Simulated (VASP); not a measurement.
An input for Quantum ESPRESSO's pw.x (written as the equivalent of a VASP run, and not itself run):

```
&CONTROL
  calculation = 'scf'
  pseudo_dir = './pseudo'
  outdir = './out'
  tprnfor = .true.
  tstress = .true.
/
&SYSTEM
  ibrav = 0
  nat = 2
  ntyp = 2
  ecutwfc = 58
  occupations = 'smearing'
  smearing = 'gaussian'
  degauss = 0.003675
  input_dft = 'revpbe'
/
&ELECTRONS
  conv_thr = 7.3e-09
  electron_maxstep = 100
/
ATOMIC_SPECIES
  Rb 85.468 Rb.upf
  Cl 35.450 Cl.upf
CELL_PARAMETERS angstrom
     0.0000000    3.4022924    3.4022924
     3.4022924    0.0000000    3.4022924
     3.4022924    3.4022924    0.0000000
ATOMIC_POSITIONS crystal
  Rb   0.0000000  0.0000000  0.0000000
  Cl   0.5000000  0.5000000  0.5000000
K_POINTS automatic
  7 7 7 0 0 0
```

Task: Translate this input to VASP (INCAR, KPOINTS, POSCAR, choice of POTCAR).

Result: Several could match; the one computed here: 
**KPOINTS**
```
Automatic mesh
0
Gamma
7 7 7
0 0 0
```

### INCAR
```
# general
SYSTEM =RbCl
PREC   =Accurate
ENCUT  =520
LREAL  =.FALSE.
LASPH  =.TRUE.

# electronic loop
EDIFF  =1E-7
NELM   =100
ALGO   =Normal
LMAXMIX=4

# smearing
ISMEAR =0
SIGMA  =0.05

# functional
GGA    =RE

# ions
ISIF   =2

# output
LWAVE  =.FALSE.
LCHARG =.FALSE.
```

File POSCAR:
```
RbCl
1
    0.0000000000     3.4022923991     3.4022923991
    3.4022923991     0.0000000000     3.4022923991
    3.4022923991     3.4022923991     0.0000000000
Rb Cl
1 1
Direct
  0.0000000000   0.0000000000   0.0000000000
  0.5000000000   0.5000000000   0.5000000000
```

POTCAR, in this order: Rb_sv Cl (PBE.64 set). Program: vasp_std.

The two are equivalent in intent, not identical: the potentials are each code's own (VASP's PAW set, PseudoDojo norm-conserving files in pw.x), so ENCUT and ecutwfc are chosen apart and not converted; conv_thr bounds pw.x's estimated SCF error, while EDIFF bounds the energy change between steps.

The compound is RbCl in the rock salt structure. This cell is one point of a volume scan, at 0.97 of the reference volume.
